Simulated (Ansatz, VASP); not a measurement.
# One calculation of SnTe2H4N2, two programs

```
Sn Te N H
1.0
     0.00000    3.70768    0.00000
     6.10186   -1.85384    0.00000
     1.55802    0.00000   -5.53802
Sn Te N H
1 2 2 4
Direct
  0.00000 0.00000 0.00000
  0.88120 0.76240 0.75370
  0.11880 0.23760 0.24630
  0.60670 0.21340 0.77060
  0.39330 0.78660 0.22940
  0.61000 0.22000 0.56600
  0.39000 0.78000 0.43400
  0.70100 0.40200 0.77620
  0.29900 0.59800 0.22380
```

The cell was built by a generator and needn't be a form met in nature.

Alike in both runs: task single point; functional PBE; k mesh 5 × 5 × 3; occupations gaussian, width 0.0706 eV; no spin polarisation.

|  | VASP | Ansatz |
| --- | --- | --- |
| version | VASP 6.6.1 | Ansatz 0.2.0 |
| potentials or method | VASP PAW PBE potentials, release 64 (Sn_d, Te, N, H) | PAW plane waves |
| plane-wave cutoff (eV) | 520 | 420 |
| valence electrons in the cell | 40 | 60 |

VASP gave:

| Quantity | Value |
| --- | --- |
| gap on the k mesh at the Fermi level (eV) | none |
| pressure (GPa) | 13.0 |
| largest component of the traceless stress (GPa) | 25.67 |
| rms of the force components (eV/Å) | 2.712 |

Q: What did Ansatz give for the same quantities?

A: gap on the k mesh at the Fermi level (eV): none; pressure (GPa): 13.1; largest component of the traceless stress (GPa): 25.77; rms of the force components (eV/Å): 2.724.

Atom by atom the forces differ by 0.015 eV/Å (rms over components). A gap of «none» marks a metal or a gap that the smearing closes. The two sets of potentials don't hold the same shells in valence.

Caveats: the k mesh is coarse (spacing up to 0.38 Å⁻¹), so the values aren't converged; forces of over 1 eV/Å show positions far from the minimum, so gaps and moduli don't describe the material at rest. Spin-orbit coupling is left out, which matters for the levels of Te.
